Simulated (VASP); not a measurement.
Computed with HSE06 screened hybrid, VASP's PBE PAW potentials (set 64) (plane waves; VASP 6.6.1).

The input files of a VASP run:

INCAR:
```
ALGO=Normal
ISIF=0
LWAVE=.FALSE.
LHFCALC=.TRUE.
SIGMA=0.05   # width (eV)
LCHARG=.FALSE.
EDIFF=1E-5   # SCF stop (eV)
PREC=Normal
NELM=50
ENCUT=400
NELMIN=4
AEXX=0.25
GGA=PE
LMAXMIX=4   # l cut-off of mixed one-centre charges
HFSCREEN=0.2   # 1/Angstrom
LREAL=Auto   # projection in real space or not
ISMEAR=0   # Gaussian
PRECFOCK=Fast
LASPH=.TRUE.
SYSTEM=SeSi63
ISYM=0
```

**POSCAR**
```
SeSi63
1
   10.9370747000     0.0000000000     0.0000000000
    0.0000000000    10.9370747000     0.0000000000
    0.0000000000     0.0000000000    10.9370747000
Si Se
63 1
Direct
  0.4999447268   0.0001310795   0.0002272739
  0.6254644289   0.1252937102   0.1255978012
  0.7500405561   0.2499184249   0.0008832580
  0.8747056107   0.3744661971   0.1255282503
  0.7500080072   0.0005796757   0.2501650561
  0.8747699588   0.1253939442   0.3744696884
  0.9999916674   0.0000037922   0.9999802394
  0.1253794144   0.1253770574   0.1253595387
  0.2501347144   0.2501031533   0.9995862994
  0.3747556110   0.3747001766   0.1251055742
  0.4999253807   0.4999197073   0.0002041362
  0.6253529216   0.6253652323   0.1248005686
  0.7499660764   0.7499897538   0.9994048722
  0.8746356769   0.8746520450   0.1253941065
  0.2501311357   0.9997032178   0.2501725413
  0.3748372242   0.1251437425   0.3748182996
  0.4992875724   0.2489772553   0.2489578643
  0.6366960510   0.3640801790   0.3639920312
  0.7515293485   0.5013093841   0.2486470626
  0.8752664392   0.6254711614   0.3747710180
  0.4999769433   0.0000537315   0.4999421870
  0.6252829823   0.1248555829   0.6252851648
  0.7515456980   0.2486521918   0.5011797612
  0.8754267178   0.3746115552   0.6254501602
  0.7498988432   0.9994553864   0.7499658426
  0.8746137752   0.1253570442   0.8746316668
  0.9998539390   0.4999986461   0.0003213247
  0.1252448620   0.6255019137   0.1254457518
  0.2499498429   0.7501176541   0.0008550037
  0.3744706398   0.8748926249   0.1254552483
  0.9995705766   0.2501226387   0.2501126392
  0.1250528314   0.3747617000   0.3747325001
  0.2487377090   0.4991437884   0.2487040038
  0.3635241184   0.6369634203   0.3634579014
  0.5012125370   0.7516262971   0.2485123806
  0.6254006714   0.8751349031   0.3748229653
  0.9997623210   0.9999755940   0.5000056950
  0.1252205644   0.1251470809   0.6254414587
  0.2485852344   0.2486796991   0.4992464578
  0.3627833577   0.3632372559   0.6377029746
  0.6363419788   0.6361598841   0.6368962887
  0.7512402013   0.7511853308   0.4992588169
  0.8745521485   0.8746852907   0.6255154070
  0.2500910226   0.0006429071   0.7499851144
  0.3744931771   0.1252876557   0.8748881728
  0.5011459910   0.2485151458   0.7517399391
  0.6254349778   0.3745569375   0.8755800027
  0.7516036062   0.4987173512   0.7517316845
  0.8748224450   0.6255229402   0.8748284432
  0.0006510371   0.7500927117   0.2501146916
  0.1253008676   0.8749656926   0.3745118954
  0.0000699089   0.4999654410   0.4998926863
  0.1246887174   0.6254337039   0.6252847494
  0.2485079497   0.7516513026   0.5011077584
  0.3747210726   0.8752350956   0.6253721902
  0.0007815888   0.2499969783   0.7500726569
  0.1251116428   0.3745362120   0.8751282893
  0.2481288888   0.5014630542   0.7520262254
  0.3746314235   0.6254766561   0.8755674509
  0.4988814158   0.7515082724   0.7516537725
  0.6254726520   0.8748724885   0.8748896342
  0.9993610227   0.7500365001   0.7499456608
  0.1253923495   0.8746618415   0.8745969059
  0.4994772273   0.5000270086   0.5007809958
```

File KPOINTS:
```
Automatic mesh
0
Gamma
1 1 1
0 0 0
```

POTCAR, in this order: Si Se (PBE.64 set). Program: vasp_gam. Read from the step before: WAVECAR.

What VASP printed:

OSZICAR:
```
       N       E                     dE             d eps       ncg     rms          rms(c)
DAV:   1    -0.394419911778E+03   -0.39442E+03   -0.12678E+01   324   0.807E+00    0.194E+01
DAV:   2    -0.394517361733E+03   -0.97450E-01   -0.30302E-01   368   0.119E+00    0.126E+01
DAV:   3    -0.394503944662E+03    0.13417E-01   -0.12906E-02   358   0.215E-01    0.751E+00
DAV:   4    -0.394497722270E+03    0.62224E-02   -0.20975E-03   350   0.918E-02    0.435E+00
DAV:   5    -0.394495527464E+03    0.21948E-02   -0.60590E-04   342   0.512E-02    0.249E+00
DAV:   6    -0.394494764300E+03    0.76316E-03   -0.23342E-04   342   0.320E-02    0.142E+00
DAV:   7    -0.394494518871E+03    0.24543E-03   -0.88478E-05   342   0.193E-02    0.805E-01
DAV:   8    -0.394494440123E+03    0.78748E-04   -0.29367E-05   214   0.114E-02    0.460E-01
DAV:   9    -0.394494420061E+03    0.20062E-04   -0.12011E-05   182   0.748E-03    0.261E-01
DAV:  10    -0.394494416269E+03    0.37921E-05   -0.42715E-06   182   0.450E-03
   1 F= -.39449442E+03 E0= -.39449442E+03  d E =-.498041E-11
```

### OUTCAR
```
------------------------ aborting loop because EDIFF is reached ----------------------------------------
  volume of cell :     1308.29
      direct lattice vectors                 reciprocal lattice vectors
    10.937074700  0.000000000  0.000000000     0.091432127  0.000000000  0.000000000
     0.000000000 10.937074700  0.000000000     0.000000000  0.091432127  0.000000000
     0.000000000  0.000000000 10.937074700     0.000000000  0.000000000  0.091432127
 POSITION                                       TOTAL-FORCE (eV/Angst)
 -----------------------------------------------------------------------------------
      5.46793      0.00143      0.00249        -0.000268      0.000280      0.004146
      6.84075      1.37035      1.37367        -0.006194     -0.010356     -0.019132
      8.20325      2.73338      0.00966        -0.004201      0.000550     -0.009285
      9.56672      4.09556      1.37291         0.010919      0.016281     -0.012374
      8.20289      0.00634      2.73607        -0.000908     -0.011390      0.002457
      9.56742      1.37144      4.09560         0.009497     -0.011206      0.015397
     10.93698      0.00004     10.93686         0.000254     -0.002058     -0.000218
      1.37128      1.37126      1.37107        -0.021339     -0.017405     -0.020377
      2.73574      2.73540     10.93255        -0.001652      0.002739      0.009003
      4.09873      4.09812      1.36829         0.008690      0.009225     -0.001866
      5.46772      5.46766      0.00223         0.006461      0.005108      0.000975
      6.83953      6.83967      1.36495        -0.010529     -0.007677      0.001985
      8.20244      8.20269     10.93057        -0.000374     -0.001263      0.011194
      9.56596      9.56613      1.37144         0.022303      0.021730     -0.022362
      2.73570     10.93383      2.73616         0.001833      0.005180      0.003275
      4.09962      1.36871      4.09942         0.003325      0.000432      0.009925
      5.46075      2.72308      2.72287        -0.010382     -0.015853     -0.009307
      6.96359      3.98197      3.98101        -0.056138      0.034570      0.041243
      8.21953      5.48286      2.71947         0.001146     -0.001103     -0.000094
      9.57285      6.84082      4.09890        -0.001598     -0.006006      0.008561
      5.46829      0.00059      5.46791         0.004436     -0.004231      0.008918
      6.83877      1.36555      6.83879        -0.007634      0.005039     -0.002564
      8.21971      2.71953      5.48144         0.003639     -0.003995      0.005591
      9.57461      4.09715      6.84060        -0.004707      0.011339     -0.009086
      8.20170     10.93112      8.20243        -0.004401      0.010246     -0.000636
      9.56572      1.37104      9.56591         0.024918     -0.015608      0.024478
     10.93548      5.46852      0.00351        -0.000360      0.001337      0.003320
      1.36981      6.84116      1.37201        -0.014251     -0.006816     -0.013370
      2.73372      8.20409      0.00935         0.005219     -0.006317     -0.014121
      4.09561      9.56877      1.37211         0.011338      0.012689     -0.012658
     10.93238      2.73561      2.73550         0.010519     -0.001275      0.004071
      1.36771      4.09880      4.09848        -0.001669      0.008107      0.011961
      2.72046      5.45917      2.72009        -0.006435     -0.002964     -0.002451
      3.97589      6.96652      3.97517         0.041268     -0.051419      0.045831
      5.48180      8.22059      2.71800         0.000236     -0.004296      0.001550
      6.84005      9.57142      4.09947        -0.005098      0.002754      0.007338
     10.93448     10.93681      5.46860         0.000029     -0.000764      0.001576
      1.36955      1.36874      6.84050        -0.015126     -0.009649     -0.005715
      2.71880      2.71983      5.46030        -0.001819     -0.008846     -0.006009
      3.96779      3.97275      6.97461         0.053291      0.052318     -0.062094
      6.95972      6.95773      6.96578        -0.038575     -0.033455     -0.051314
      8.21637      8.21577      5.46043         0.005355      0.005698     -0.013385
      9.56504      9.56650      6.84131         0.013552      0.017199     -0.004529
      2.73526      0.00703      8.20264         0.001570     -0.011351     -0.001692
      4.09586      1.37028      9.56872         0.013481     -0.011103      0.011700
      5.48107      2.71803      8.22184         0.002950     -0.003537      0.001840
      6.84043      4.09656      9.57628        -0.011718      0.012220     -0.005433
      8.22034      5.45451      8.22175        -0.002727     -0.001745     -0.001798
      9.56800      6.84139      9.56806         0.008754     -0.010097      0.013215
      0.00712      8.20382      2.73552        -0.010203     -0.002399      0.004425
      1.37042      9.56957      4.09606        -0.014970      0.010655      0.013740
      0.00076      5.46816      5.46736         0.000305      0.000825      0.007867
      1.36373      6.84042      6.83879         0.004393     -0.008193     -0.006032
      2.71795      8.22087      5.48065        -0.002470     -0.000899      0.004356
      4.09835      9.57251      6.83974         0.007870      0.000552     -0.005491
      0.00855      2.73424      8.20360        -0.017980      0.001326     -0.001154
      1.36836      4.09633      9.57134        -0.008165      0.018134      0.010293
      2.71380      5.48454      8.22497         0.007970     -0.007123     -0.002479
      4.09737      6.84088      9.57615         0.007264     -0.005957     -0.000512
      5.45630      8.21930      8.22089        -0.002212     -0.002169      0.003915
      6.84084      9.56855      9.56873        -0.015464      0.013792      0.011103
     10.93009      8.20321      8.20221         0.010117     -0.004110     -0.000503
      1.37143      9.56624      9.56553        -0.021432      0.020854      0.027224
      5.46282      5.46883      5.47708         0.018095      0.001458     -0.014433
 -----------------------------------------------------------------------------------
    total drift:                               -0.010260      0.000971      0.026561
  FREE ENERGIE OF THE ION-ELECTRON SYSTEM (eV)
  ---------------------------------------------------
  free  energy   TOTEN  =      -394.4944162687 eV

  energy  without entropy=     -394.4944162687  energy(sigma->0) =     -394.49441627

  exchange ACFDT corr.  =         0.00000000  see jH, gK, PRB 81, 115126
```
(Selected blocks of OUTCAR.)

The supercell is sampled at Γ alone, which is coarse: total energies, pressure and levels can be off, energies of defects by several tenths of an eV.

The cell is a supercell with a defect, built from Si (diamond): Se_Si. The cell's shape comes from a PBE relaxation. The run is not spin-polarised, so no state with unpaired spins was tried.
